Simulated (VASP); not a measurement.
Data:

```
LiCl
1.0
    0.00000     2.57000     2.57000
    2.57000     0.00000     2.57000
    2.57000     2.57000     0.00000
Li Cl
1 1
Direct
  0.00000   0.00000   0.00000
  0.50000   0.50000   0.50000
```

Level of theory: Hartree-Fock, VASP's PBE PAW potentials (set 64) (plane waves; VASP). Numerical set-up: 520 eV cut-off, 6×6×6 Γ-centred mesh, Gaussian smearing of 0.050 eV, potentials Li_sv Cl.

**Question.** Estimate the energy per atom (σ→0), pressure, band gap (over the mesh, the named points and PBE's band edges) with the smallest direct gap where there is one.

**Answer.** 
The band gap (over the mesh, the named points and PBE's band edges) comes out as 15.15 eV, the smallest direct gap (over the mesh, the named points and PBE's band edges) is 15.15 eV and the energy per atom (σ→0) comes out as -6.372 eV/atom. The pressure is 2.20 GPa.

Only differences to runs with the same potentials and settings are physical.

The compound is LiCl in the rock salt structure. The cell was not relaxed at this level.
